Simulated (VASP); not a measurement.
Consider the following.

```
Mg2Sn
1.0
    0.00000     3.38068     3.38068
    3.38068     0.00000     3.38068
    3.38068     3.38068     0.00000
Mg Sn
2 1
Cartesian
  1.69034   1.69034   1.69034
  5.07101   5.07101   5.07101
  0.00000   0.00000   0.00000
```

The numbers are results of PBE GGA, VASP's PBE PAW potentials (set 64) (plane waves; VASP), not measurements. Numerical set-up: 300 eV cut-off, 9×9×9 Γ-centred mesh, Fermi-Dirac smearing of 0.020 eV, potentials Mg Sn_d.

### Question
Give the energies of bands 7 to 12 at the high-symmetry points, in eV from the Fermi level.

### Answer

```json
[
 {"band": "7", "Γ": "0.08", "X": "-4.52", "U": "-4.11", "L": "-4.74", "W": "-3.71"},
 {"band": "8", "Γ": "0.08", "X": "-2.03", "U": "-3.47", "L": "-0.75", "W": "-3.71"},
 {"band": "9", "Γ": "0.08", "X": "-2.03", "U": "-1.70", "L": "-0.75", "W": "-2.62"},
 {"band": "10", "Γ": "1.50", "X": "-0.08", "U": "0.46", "L": "0.74", "W": "2.73"},
 {"band": "11", "Γ": "2.23", "X": "0.24", "U": "2.68", "L": "2.30", "W": "3.05"},
 {"band": "12", "Γ": "2.23", "X": "7.30", "U": "5.38", "L": "2.30", "W": "3.05"}
]
```

It has no gap at this level: it comes out as a metal or semimetal.

The structure is a typed Mg2Sn crystal (Fm-3m). The cell was not relaxed at this level.
